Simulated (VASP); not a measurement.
VASP runs on CdTe (zinc blende) share one base input (PBE GGA, plane waves, VASP's PBE PAW potentials (set 64)) and change the settings named in each case.

**INCAR**
```
SYSTEM = CdTe
PREC = Accurate; ENCUT = 400; LREAL = .False.
LASPH = .True.
EDIFF = 1E-6; NELM = 100; ALGO = Normal
LMAXMIX = 4
ISMEAR = 0; SIGMA = 0.05
GGA = PE
ISIF = 2
LWAVE = .False.; LCHARG = .False.
```

### KPOINTS
```
Automatic mesh
0
Gamma
6 6 6
0 0 0
```

File POSCAR:
```
CdTe
1
    0.0000000000     3.3048000000     3.3048000000
    3.3048000000     0.0000000000     3.3048000000
    3.3048000000     3.3048000000     0.0000000000
Cd Te
1 1
Direct
  0.0000000000   0.0000000000   0.0000000000
  0.2500000000   0.2500000000   0.2500000000
```

POTCAR, in this order: Cd Te (PBE.64 set). Program: vasp_std.

```json
[
 {"change": "base run", "E(σ→0) (eV/atom)": "-2.4023", "pressure (GPa)": "-0.03", "irreducible k-points": "16"},
 {"change": "KPOINTS 3×3×3 Γ-centred mesh", "E(σ→0) (eV/atom)": "-2.2901", "pressure (GPa)": "0.67", "irreducible k-points": "4"},
 {"change": "KPOINTS 4×4×4 Γ-centred mesh", "E(σ→0) (eV/atom)": "___", "pressure (GPa)": "___", "irreducible k-points": "8"},
 {"change": "KPOINTS 5×5×5 Γ-centred mesh", "E(σ→0) (eV/atom)": "-2.3966", "pressure (GPa)": "0.01", "irreducible k-points": "10"},
 {"change": "KPOINTS 9×9×9 Γ-centred mesh", "E(σ→0) (eV/atom)": "-2.4050", "pressure (GPa)": "-0.05", "irreducible k-points": "35"},
 {"change": "KPOINTS 10×10×10 Γ-centred mesh", "E(σ→0) (eV/atom)": "-2.4052", "pressure (GPa)": "-0.04", "irreducible k-points": "47"},
 {"change": "KPOINTS 12×12×12 Γ-centred mesh", "E(σ→0) (eV/atom)": "-2.4053", "pressure (GPa)": "-0.04", "irreducible k-points": "72"}
]
```

Fill in the missing entries.

- KPOINTS 4×4×4 Γ-centred mesh, E(σ→0) (eV/atom): -2.3761
- KPOINTS 4×4×4 Γ-centred mesh, pressure (GPa): 0.15

Unless said otherwise, spin-orbit coupling is left out, though it shifts the bands of the heavy elements here. The base run's pressure lies -0.29 GPa from that at 800 eV (Pulay error).

Left out are runs that ran out of time, are held back, or changed the cell or the kind of run, fixed moments of cells without a moment, rows past the twelfth, gaps on odd meshes, pressures of charged cells and columns that move by less than the noise.

The compound is CdTe in the zinc blende structure. The cell was not relaxed at this level.
